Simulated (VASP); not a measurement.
Te4W3Se2: computed properties

Method: PBEsol GGA, VASP's PBE PAW potentials (set 64) (plane waves; VASP).

```yaml
space_group: P3m1 (156)
cell: a = 3.418 Å, b = 3.418 Å, c = 30.246 Å, α = 90.00°, β = 90.00°, γ = 120.00°
band gap (over mesh and band path): 0.54 eV
smallest direct gap (over mesh and band path): 0.54 eV
band_edge_character: direct, K to K
```

```cif
data_Se2Te4W3
_chemical_formula_sum 'Te4 W3 Se2'
_space_group_name_H-M_alt 'P 1'
_space_group_IT_number 1
_cell_length_a 3.41798
_cell_length_b 3.41798
_cell_length_c 30.24614
_cell_angle_alpha 90.000
_cell_angle_beta 90.000
_cell_angle_gamma 120.000
loop_
_space_group_symop_operation_xyz
  'x, y, z'
loop_
_atom_site_label
_atom_site_type_symbol
_atom_site_fract_x
_atom_site_fract_y
_atom_site_fract_z
_atom_site_occupancy
Te1 Te 0.00000 0.00000 0.40435 1
Te2 Te 0.33333 0.66667 0.51792 1
Te3 Te 0.33333 0.66667 0.64002 1
Te4 Te 0.00000 0.00000 0.28217 1
W1 W 0.00000 0.00000 0.11861 1
W2 W 0.00000 0.00000 0.57904 1
W3 W 0.33333 0.66667 0.34324 1
Se1 Se 0.33333 0.66667 0.06496 1
Se2 Se 0.33333 0.66667 0.17239 1
```

The cell holds vacuum, so volume and density refer to the whole cell.  The cell holds a wide vacuum, so values per volume refer to the whole cell. Unless said otherwise, spin-orbit coupling is left out, though it shifts the bands of the heavy elements here.

The cell is a sheet with vacuum, built from a database entry that may be metastable or hypothetical.
